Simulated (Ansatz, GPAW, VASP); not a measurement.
**One structure in several programs: Y2Ni2Sn (Immm, 5 atoms in the cell)**

Self-consistent single point.

```xyz
5
Lattice="-2.1357 2.7978 4.1464 2.1357 -2.7978 4.1464 2.1357 2.7978 -4.1464" Properties=species:S:1:pos:R:3 pbc="T T T"
Y      0.0000     2.7978     1.6853
Y      2.1357     0.0000     2.4611
Ni     0.0000     1.1852     4.1464
Ni     2.1357     1.6127     0.0000
Sn     0.0000     0.0000     0.0000
```

Shared settings, as Ansatz (a quantum-chemistry and plane-wave program) writes them: kpoints.mp_grid.grid = 5 5 5; scf.occupations.method = fermi_dirac; scf.occupations.width = 0.01 Ry. Potentials and cutoffs stand in the table.

```json
[
 {"code": "Ansatz", "model": "LDA (PW92), PAW files made with PBE", "pressure (GPa)": "-5.89", "largest force (eV/Å)": "0.051", "cutoff": "30.9 Ry"},
 {"code": "GPAW", "model": "LDA (Perdew-Wang 92), GPAW PAW datasets LDA (gpaw-data 1.0.1)", "pressure (GPa)": "-6.02", "largest force (eV/Å)": "0.038", "cutoff": "850 eV"},
 {"code": "VASP", "model": "LDA (PZ), VASP's LDA PAW potentials (set 64)", "pressure (GPa)": "-5.90", "largest force (eV/Å)": "0.053", "cutoff": "300 eV"}
]
```

Size of the force on each atom (eV/Å): Sizes of forces hide their directions.

```tsv
code	Y1	Y2	Ni3	Ni4	Sn5
Ansatz	0.006	0.006	0.051	0.051	0.000
GPAW	0.016	0.016	0.038	0.038	0.000
VASP	0.007	0.007	0.053	0.053	0.000
```

On Ansatz's run: spin polarisation is off.

The spread over the programs that give each value: pressure within 0.13 GPa; largest force within 0.015 eV/Å.

Ansatz's pressure is given at a fixed set of plane waves, as the other plane-wave codes print theirs. The same LDA comes in different parametrisations, which differ slightly.

VASP's run is marked for a possible Pulay error in its stress at this cutoff; no cutoff test was made.

The starting cell comes from a database of computed structures (which also holds hypothetical and non-ambient phases and stackings), without a prior relaxation at this level.

Left out of this page: Quantum ESPRESSO, Elk, FLEUR and SIESTA (not drawn, or without a comparable value).

Keys are those of Ansatz 0.2.
